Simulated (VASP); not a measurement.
These are LDA (Ceperley-Alder, Perdew-Zunger), VASP's LDA PAW potentials (set 64) (plane waves; VASP) values and carry that method's errors.

A VASP calculation is set up with these files.

POSCAR:
```
YPt3
1
    4.1003600000     0.0000000000     0.0000000000
    0.0000000000     4.1003600000     0.0000000000
    0.0000000000     0.0000000000     4.1003600000
Y Pt
1 3
Direct
  0.0184920000   0.0049380000   0.0040630000
  0.5075380000   0.5011040000  -0.0030840000
 -0.0142560000   0.4970450000   0.5054980000
  0.4882260000  -0.0030870000   0.4935230000
```

INCAR:
```
SYSTEM = YPt3
PREC = Accurate
ENCUT = 300
EDIFF = 1E-6
NELM = 100
ALGO = Normal
LREAL = .FALSE.
LASPH = .TRUE.
ISMEAR = 0
SIGMA = 0.2
LMAXMIX = 6
LWAVE = .FALSE.
LCHARG = .FALSE.
ISIF = 2
```

**KPOINTS**
```
Automatic mesh
0
Gamma
8 8 8
0 0 0
```

POTCAR, in this order: Y_sv Pt (LDA.64 set). Program: vasp_std.

Output of the run:

File OSZICAR:
```
       N       E                     dE             d eps       ncg     rms          rms(c)
DAV:   1     0.165092111912E+03    0.16509E+03   -0.15205E+04 12488   0.107E+03
DAV:   2    -0.280136883900E+02   -0.19311E+03   -0.18967E+03 14976   0.275E+02
DAV:   3    -0.349672179876E+02   -0.69535E+01   -0.68645E+01 17864   0.458E+01
DAV:   4    -0.351014681111E+02   -0.13425E+00   -0.13416E+00 15024   0.625E+00
DAV:   5    -0.351050384818E+02   -0.35704E-02   -0.35702E-02 18152   0.858E-01    0.512E+01
DAV:   6    -0.337094527793E+02    0.13956E+01   -0.87058E+00 14544   0.160E+01    0.214E+01
DAV:   7    -0.335000074460E+02    0.20945E+00   -0.17375E+00 12928   0.681E+00    0.142E+01
DAV:   8    -0.334352914321E+02    0.64716E-01   -0.45168E-01 15408   0.406E+00    0.222E+00
DAV:   9    -0.334311047235E+02    0.41867E-02   -0.51352E-02 13584   0.161E+00    0.110E+00
DAV:  10    -0.334300840360E+02    0.10207E-02   -0.13541E-02 15376   0.103E+00    0.360E-01
DAV:  11    -0.334297862195E+02    0.29782E-03   -0.16188E-03 14440   0.372E-01    0.138E-01
DAV:  12    -0.334297894338E+02   -0.32143E-05   -0.13183E-04 14536   0.903E-02    0.272E-02
DAV:  13    -0.334297861686E+02    0.32651E-05   -0.23398E-05 16736   0.399E-02    0.625E-03
DAV:  14    -0.334297863596E+02   -0.19095E-06   -0.96157E-07  7832   0.776E-03
   1 F= -.33429786E+02 E0= -.33397876E+02  d E =-.638216E-01
```

### OUTCAR
```
------------------------ aborting loop because EDIFF is reached ----------------------------------------
  FORCE on cell =-STRESS in cart. coord.  units (eV):
  Direction    XX          YY          ZZ          XY          YZ          ZX
  --------------------------------------------------------------------------------------
  Total       -3.6335723     -3.8940266     -3.5605232     -0.0178063     -0.0018681      0.0366875
  in kB      -84.4458721    -90.4989483    -82.7481782     -0.4138253     -0.0434158      0.8526344
  external PRESSURE =     -85.8976662 kB  Pullay stress =       0.0000000 kB
  volume of cell :       68.94
      direct lattice vectors                 reciprocal lattice vectors
     4.100360000  0.000000000  0.000000000     0.243881025  0.000000000  0.000000000
     0.000000000  4.100360000  0.000000000     0.000000000  0.243881025  0.000000000
     0.000000000  0.000000000  4.100360000     0.000000000  0.000000000  0.243881025
 POSITION                                       TOTAL-FORCE (eV/Angst)
 -----------------------------------------------------------------------------------
      0.07582      0.02025      0.01666        -0.758854     -0.209574     -0.176795
      2.08109      2.05471      4.08771        -0.146830      0.003637      0.076694
      4.04191      2.03806      2.07272         0.333628      0.149529     -0.177467
      2.00190      4.08770      2.02362         0.572055      0.056408      0.277568
 -----------------------------------------------------------------------------------
    total drift:                                0.000344      0.000087      0.000067
  FREE ENERGIE OF THE ION-ELECTRON SYSTEM (eV)
  ---------------------------------------------------
  free  energy   TOTEN  =       -33.4297863596 eV

  energy  without entropy=      -33.3659647498  energy(sigma->0) =      -33.39787555
```
(Selected blocks of OUTCAR.)

OUTCAR:
```
 val. band max:        8.3042789737   @ k =   0.1250   0.0000   0.5000

 cond. band min:       8.3070976458   @ k =   0.2500   0.5000   0.5000


 Fermi energy:         8.3054482070

 k-point     1 :       0.0000    0.0000    0.0000
  band No.  band energies     occupation
      1     -32.8061      2.00000
      2     -13.0343      2.00000
      3     -13.0271      2.00000
      4     -13.0249      2.00000
      5       0.0615      2.00000
      6       2.7018      2.00000
      7       2.7093      2.00000
      8       2.9078      2.00000
      9       3.1404      2.00000
     10       3.1550      2.00000
     11       3.1621      2.00000
     12       5.7436      2.00000
     13       5.7476      2.00000
     14       5.7831      2.00000
     15       7.3188      2.00000
     16       7.3512      2.00000
     17       8.1772      1.63537
     18       8.6177      0.02727
     19       8.6329      0.02059
     20       8.6431      0.01697
     21      11.0247      0.00000
     22      11.1325      0.00000
     23      11.1479      0.00000
     24      12.2224      0.00000

 k-point     2 :       0.1250    0.0000    0.0000
  band No.  band energies     occupation
      1     -32.8048      2.00000
      2     -13.0580      2.00000
      3     -13.0332      2.00000
      4     -13.0282      2.00000
      5       0.2650      2.00000
      6       2.8132      2.00000
      7       2.8556      2.00000
      8       3.0211      2.00000
      9       3.2069      2.00000
     10       3.2786      2.00000
     11       3.2828      2.00000
     12       5.6713      2.00000
     13       5.8161      2.00000
     14       5.8212      2.00000
     15       7.2093      2.00000
     16       7.3320      2.00000
     17       8.0078      1.96468
     18       8.1142      1.82363
     19       8.1372      1.76571
     20       8.6267      0.02312
     21       9.8268      0.00000
     22      11.3383      0.00000
     23      11.3433      0.00000
     24      12.1517      0.00000
...
```

At this cut-off the stress carries a Pulay error, which pulls relaxed volumes low. Unless said otherwise, spin-orbit coupling is left out, though it shifts the bands of the heavy elements here.

The structure comes from a computed database's YPt3 entry (Pm-3m); how it stands against other phases isn't given here. The cell was not relaxed at this level, atoms are displaced from their ideal sites. The electron count is odd and the run is not spin-polarised, which forces a metal.
